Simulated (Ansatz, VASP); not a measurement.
# ZrB2 in two plane-wave programs

Aim: how closely do two programs agree when they are given the same cell, functional and k mesh? The cell is taken from a series of runs on this material, whose earlier steps may have relaxed, scaled, displaced or heated it; both programs get it as it stands.

Method: plane waves, with VASP 6.6.1 beside it; zone-centre phonons at LDA, in Ansatz 0.2.0.

### 1. Starting point

The structure is hexagonal, space group P6/mmm (No. 191). Conventional cell: a = 3.092 Å, b = 3.092 Å, c = 3.438 Å, α = 90.00°, β = 90.00°, γ = 120.00°. Nearest to B lie 3 B at 1.79 Å and 6 Zr at 2.48 Å. Nearest to Zr lie 12 B at 2.48 Å. Farther neighbours are not listed.

### 2. Ansatz: zone-centre phonons, LDA

Ansatz runs on its PAW soft_1 files.

Second derivatives magnify differences that forces hide, and they need a tight electronic threshold.

input.yaml

```yaml
crystal:
  lattice:
    - [3.0924169301, 0.0, 0.0]
    - [-1.546208465, 2.6781116205, 0.0]
    - [0.0, 0.0, 3.437908251]
  atoms:
    - { symbol: B, position: [0.3333333333, 0.6666666667, 0.5] }
    - { symbol: B, position: [0.6666666667, 0.3333333333, 0.5] }
    - { symbol: Zr, position: [0.0, 0.0, 0.0] }
kpoints:
  mp_grid: { grid: [15, 15, 12] }
hamiltonian:
  xc: lda
  pseudopotentials: { kind: paw, azcp: { folder: soft_1 }, xc_functional: pbe }
scf:
  occupations: { method: methfessel_paxton, width: 0.2 }
output:
  eigenvalues: true
phonons:
  method: dfpt
```

On the command line:

```bash
> ansatz run input.yaml --threads 4 --pin off --max-ram 10240MiB --backend cpu --events-out ev --progress --plain --runs-dir out
```

Numbers of over 12 decimals in the logs are rounded to 6 here.

Output:

```text
zone centre: on kpoints.mp_grid the ground state, and the responses unless they are solved on pairs of k-points, stand on 448 of the mesh's 2700 k-points, reduced under 4 symmetry operations, with k and −k counted as one. Each operation leaves every solved displacement unchanged or reverses it
Engine: ansatz 0.2.0, aarch64-unknown-linux-gnu
Pseudopotentials: kind: paw
Pseudopotential: B, paw, valence charge 3, recommended cutoff 420 eV (normal), soft_1/B.paw.azcp
Pseudopotential: Zr, paw, valence charge 12, recommended cutoff 420 eV (normal), soft_1/Zr.paw.azcp
Functional definition: SPW92
  exchange = slater_x
  correlation = pw_c
Crystal: 3 atoms, lattice volume = 28.472 Å³
Basis set: ecut = 420 eV, 563 PW (Γ), exchange–correlation on 48×48×48 points (8 copies of the dense FFT grid, shifted against one another)
Bands: 13, of which v1, the nominal top of the filled ones, is band 9 counted from 1 (8 counted from 0)
Symmetry: 24 space group operations
k-points: 448 of 2700 (irreducible under 4 space group operations, time reversal used)
Non-local potential: B, projectors of the file, l = 0: 2, l = 1: 2, l = 2: 1
Non-local potential: Zr, projectors of the file, l = 0: 3, l = 1: 2, l = 2: 2, l = 3: 1
PAW form: soft (Blöchl's): semilocal exchange-correlation on the pseudo side does not see the compensation charge
PAW frozen core: B, regenerated for the run's functional, and the local potential with it (the file was generated under x = pbe(κ = 0.804, μ = 0.219515), c = pbe(β = 0.066725))
PAW frozen core: Zr, regenerated for the run's functional, and the local potential with it (the file was generated under x = pbe(κ = 0.804, μ = 0.219515), c = pbe(β = 0.066725))
PAW one-centre angular grid: B, 110 points (default); XC on 64 Gauss nodes
PAW one-centre angular grid: Zr, 590 points (default); XC on 64 Gauss nodes
Initial density: superposition of atomic densities (chi_scale 0.1, normalization cell, long waves kept (reshape's long-wave potential 0.00 eV rms))
Initial wavefunctions: pseudopotential atomic-orbital guess
Functional: x = slater, c = lda
SCF iter   1: F=—  HF=-4380.877695 eV  |F-HF|=—  |Δ(HF+E_count)|=         —  Δρ=6.35e-2  dr2=2.05e0  ethr=3.10e-3  ⟨swp⟩=5.0  Hψ=28249  notcnv=0
preconditioner: auto → none  [metal: Δε(μ)=0.023 eV  Ē_g=17.342 eV  σ=0.200 eV  W_gap=0.10  n_scr=8 (ndim 8)  ℏωp=27.8 eV  f_vac=0.000  D(μ)=0.24/eV (n_scr^D=0)  sad-step TF]
SCF iter   2: F=—  HF=-4380.395213 eV  |F-HF|=—  |Δ(HF+E_count)|=   4.82e-1  S|Δr|=    0.00e0  Δρ=3.14e-2  dr2=4.64e-1  ethr=3.10e-3  ⟨swp⟩=2.4  Hψ=12058  notcnv=0
SCF iter   3: F=—  HF=-4380.252832 eV  |F-HF|=—  |Δ(HF+E_count)|=   1.42e-1  S|Δr|=    0.00e0  Δρ=2.18e-3  dr2=8.50e-4  ethr=2.58e-3  ⟨swp⟩=2.0  Hψ=9860  notcnv=0
SCF iter   4: F=—  HF=-4380.253169 eV  |F-HF|=—  |Δ(HF+E_count)|=   3.36e-4  S|Δr|=    0.00e0  Δρ=4.02e-4  dr2=2.89e-5  ethr=4.72e-6  ⟨swp⟩=2.1  Hψ=13345  notcnv=0
SCF iter   5: F=—  HF=-4380.253181 eV  |F-HF|=—  |Δ(HF+E_count)|=   1.28e-5  S|Δr|=    0.00e0  Δρ=4.10e-5  dr2=6.13e-7  ethr=1.60e-7  ⟨swp⟩=2.0  Hψ=9849  notcnv=0
SCF iter   6: F=—  HF=-4380.253181 eV  |F-HF|=—  |Δ(HF+E_count)|=   1.61e-7  S|Δr|=    0.00e0  Δρ=5.48e-6  dr2=3.61e-9  ethr=3.41e-9  ⟨swp⟩=2.5  Hψ=9958  notcnv=0
SCF iter   7: F=—  HF=-4380.253181 eV  |F-HF|=—  |Δ(HF+E_count)|=   3.02e-9  S|Δr|=    0.00e0  Δρ=8.01e-7  dr2=2.91e-10  ethr=2.01e-11  ⟨swp⟩=2.0  Hψ=9867  notcnv=0
SCF iter   8: F=-4380.253181 eV  HF=-4380.253181 eV  |F-HF|=1.82e-12  |Δ(HF+E_count)|=  1.18e-10  S|Δr|=    0.00e0  Δρ=9.74e-8  dr2=2.03e-12  ethr=1.00e-12  ⟨swp⟩=4.0  Hψ=27479  notcnv=0
SCF 1 converged in 8 iterations: F = -4380.253181 eV  dr2 = 2.03e-12
  greatest PAW one-centre occupation: 0.994 electrons in one spin orbital (limit 2), on the Zr atom at site 2 (counted from 0), in its partial waves of l = 0
DFPT response loops at Γ: preconditioner auto → Kerker (q_TF=auto, 2.528 Å⁻¹) (partly filled bands, converged f_vac=0.000); β = 1.00, the filter's whole step (`scf.mixing.beta` (0.50) is not read by the response loops under this deck's `scf.mixing.preconditioner`; to damp them name `kerker` or `kerker_dos`, under which they read `scf.mixing.beta`, and type it under 1.00, their step now; both keys bind the ground state too); Broyden in place of MSR1
SCF converged after 8 iterations
Stability not checked: this state was not tested for a lower state beside it, because cold or Methfessel-Paxton smearing, or corrected tetrahedra, fill the levels in a way that the test cannot read (fill_not_monotonic; see scf.lower_state_search)
Free energy (F): -4380.253181 eV
Harris-Foulkes:  -4380.253181 eV  (|F-HF|=1.82e-12)
Internal energy: -4380.253656 eV  (E = F + TS)
E sigma→0 (E₀):  -4380.253300 eV
Entropy (-TS):   0.000475 eV (0.158 meV/atom)
Fermi energy:    16.762327 eV
--- Per-component energies (eV) ---
  E_band       = -5.828406
  E_kinetic    = 426.225783
  E_local      = -495.173019  (includes V_loc(G=0)·N_el)
  E_nonlocal   = 95.035418
  E_hartree    = 169.158048
  E_xc         = -223.986458
  E_vxc        = -266.218116  (∫ρ·V_xc dr)
  E_paw        = -3003.670528  (= ΣΔE_a)
  E_vpaw       = -104.014566  (= ΣTr[D̂ρ^β])
  E_aug_tail   = -0.000004  (compensation charges beyond the density's cutoff)
  E_ewald      = -1348.304965
  E_core_change = 0.462069  (= ΣΔE_core)
  E_smearing   = 0.000475  (= −TS)
  E_closure    = 0.000000  (closes the sum)
  Σ components = -4380.253181   (vs F -4380.253181, Δ=0.00e0)
--- Band table (eV; the first three rows and the last of 448) ---
  k-point 0: bands = [... 5 lower, 13.9813, 13.9813, 14.0188, 14.5538, 20.5152, 20.5152, 21.3423, 21.3423]
  k-point 1: bands = [... 5 lower, 13.3685, 14.0514, 14.0514, 15.1763, 19.8827, 19.8827, 21.1022, 21.1022]
  k-point 2: bands = [... 5 lower, 12.4726, 14.2594, 14.2594, 16.0121, 18.9558, 18.9558, 20.4711, 20.4711]
  k-point 447: bands = [... 5 lower, 9.6705, 12.0611, 13.2079, 14.1446, 20.5620, 22.0445, 22.2092, 23.3194]
--- Phonons (Γ-DFPT): 4 representative perturbations + reference, on 448 of 2700 k-points (Σ response iterations 12) ---
  k mesh reduced under 4 symmetry operations, with k and −k counted as one. Each operation leaves every solved displacement unchanged or reverses it
  ASR residual: 5.507e-5 → 0.000e0 eV/Å²; symmetrization residual: 1.161e-7 eV/Å²
  ASR residual per site (eV/Å²): 1.46e-5 1.46e-5 5.51e-5
  Γ frequencies (cm⁻¹): 0.00 0.00 0.00 493.77 493.77 525.48 611.24 843.72 843.72
  non-analytic LO–TO correction: not included (Born effective charges unavailable; polar crystals: no LO–TO splitting at Γ)
```

The column dr2 measures how far the density is from self-consistency, as an energy; F and HF (Harris–Foulkes) agree once it is small.

(Part 1 of 2 ends here.)

[Lines on the potential files, build, host, timing and source positions are cut from VASP's logs without a mark.]

[Logs are printed without paths, hosts, clocks, repeated set-up lines and the standing remarks that a program may print on its own settings, such as how far it seeks lower states.]

[Hosts, paths, dates, database ids (printed as entryN), source tags and the programs' standing remarks are cut or masked in the printed files.]
